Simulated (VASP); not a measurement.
Output of a VASP run:

File OSZICAR:
```
       N       E                     dE             d eps       ncg     rms          rms(c)
DAV:   1     0.831757455559E+02    0.83176E+02   -0.55743E+03  2756   0.994E+02
DAV:   2    -0.741476921345E+00   -0.83917E+02   -0.82291E+02  2688   0.273E+02
DAV:   3    -0.415081093966E+01   -0.34093E+01   -0.33939E+01  3131   0.654E+01
DAV:   4    -0.421557663290E+01   -0.64766E-01   -0.64755E-01  3261   0.980E+00
DAV:   5    -0.421807536176E+01   -0.24987E-02   -0.24987E-02  3301   0.166E+00    0.527E-01
DAV:   6    -0.420679294778E+01    0.11282E-01   -0.13977E-02  3167   0.215E+00    0.271E-01
DAV:   7    -0.420338141457E+01    0.34115E-02   -0.63461E-03  3120   0.131E+00    0.843E-02
DAV:   8    -0.420312965598E+01    0.25176E-03   -0.29026E-04  3124   0.353E-01    0.776E-03
DAV:   9    -0.420312982669E+01   -0.17071E-06   -0.72741E-06  3262   0.457E-02
   1 F= -.42031298E+01 E0= -.41928024E+01  d E =-.206549E-01
```

OUTCAR:
```
------------------------ aborting loop because EDIFF is reached ----------------------------------------
  FORCE on cell =-STRESS in cart. coord.  units (eV):
  Direction    XX          YY          ZZ          XY          YZ          ZX
  --------------------------------------------------------------------------------------
  Total       -0.6673615     -0.6673615     -0.6673615     -0.0000000      0.0000000      0.0000000
  in kB      -34.4540213    -34.4540213    -34.4540213     -0.0000000      0.0000000      0.0000000
  external PRESSURE =     -34.4540213 kB  Pullay stress =       0.0000000 kB
  volume of cell :       31.03
      direct lattice vectors                 reciprocal lattice vectors
    -1.979660000  1.979660000  1.979660000     0.000000000  0.252568623  0.252568623
     1.979660000 -1.979660000  1.979660000     0.252568623  0.000000000  0.252568623
     1.979660000  1.979660000 -1.979660000     0.252568623  0.252568623  0.000000000
 POSITION                                       TOTAL-FORCE (eV/Angst)
 -----------------------------------------------------------------------------------
      0.00000      0.00000      0.00000        -0.000000      0.000000     -0.000000
 -----------------------------------------------------------------------------------
    total drift:                                0.000000     -0.000000      0.000000
  FREE ENERGIE OF THE ION-ELECTRON SYSTEM (eV)
  ---------------------------------------------------
  free  energy   TOTEN  =        -4.2031298267 eV

  energy  without entropy=       -4.1824749425  energy(sigma->0) =       -4.19280238
```
(Selected blocks of OUTCAR.)

**POSCAR**
```
Pb
1
   -1.9796600000     1.9796600000     1.9796600000
    1.9796600000    -1.9796600000     1.9796600000
    1.9796600000     1.9796600000    -1.9796600000
Pb
1
Direct
  0.0000000000   0.0000000000   0.0000000000
```

### Question
Reconstruct the remaining input files.

### Answer
One answer among several that fit: the input of the run itself, LDA (Ceperley-Alder, Perdew-Zunger), plane waves, VASP's LDA PAW potentials (set 64).

**INCAR**
```
SYSTEM = Pb
SIGMA = 0.1
ISMEAR = -1
LWAVE = .False.
ALGO = Normal   # blocked Davidson
LREAL = .False.
LCHARG = .False.
LMAXMIX = 4   # l cut-off of mixed one-centre charges
ENCUT = 300
ISIF = 2   # forces and stress, cell fixed
LASPH = .True.   # aspherical one-centre terms
NELM = 100   # most electronic steps
EDIFF = 1E-6   # SCF stop (eV)
PREC = Accurate
```

### KPOINTS
```
Regular mesh
0
G
  15 15 15
0 0 0
```

POTCAR, in this order: Pb_d (LDA.64 set). Program: vasp_std.

At this cut-off the stress carries a Pulay error, which pulls relaxed volumes low.

The structure comes from a computed database's Pb entry (Im-3m); how it stands against other phases isn't given here. The cell was not relaxed at this level. The run is one of a series of settings (GGA removed, POTCAR Pb_d (LDA.64 set) against the base run), some of them coarse on purpose.
